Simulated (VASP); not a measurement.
Crystal: C.

```
C
1.0
     0.00000    1.78582    1.78582
     1.78582    0.00000    1.78582
     1.78582    1.78582    0.00000
C
2
Direct
  0.00000 0.00000 0.00000
  0.25000 0.25000 0.25000
```

This isn't the form of C at room conditions, which is graphite.

Base run:

| Item | Value |
| --- | --- |
| Program | VASP 6.6.1 |
| Functional | PBE0 |
| Potentials or basis | VASP PAW PBE potentials, release 64 (C) |
| Cutoff | 450 eV |
| k mesh | 12 × 12 × 12 |
| Occupations | gaussian, width 0.02 eV |
| Spin | no spin polarisation |

Its results: band gap on the k mesh 6.05 eV, indirect (least direct gap 7.68 eV).

Q: After a change of settings the same cell gave: band gap on the k mesh 5.33 eV, indirect (least direct gap 6.98 eV). Which change was it?
A. functional from PBE0 to HSE06
B. functional from PBE0 to PBE; k mesh from 12 × 12 × 12 to 16 × 16 × 16
C. functional from PBE0 to r2SCAN; k mesh from 12 × 12 × 12 to 16 × 16 × 16
D. functional from PBE0 to PBE; cutoff from 450 eV to 600 eV; k mesh from 12 × 12 × 12 to 16 × 16 × 16

A: A.
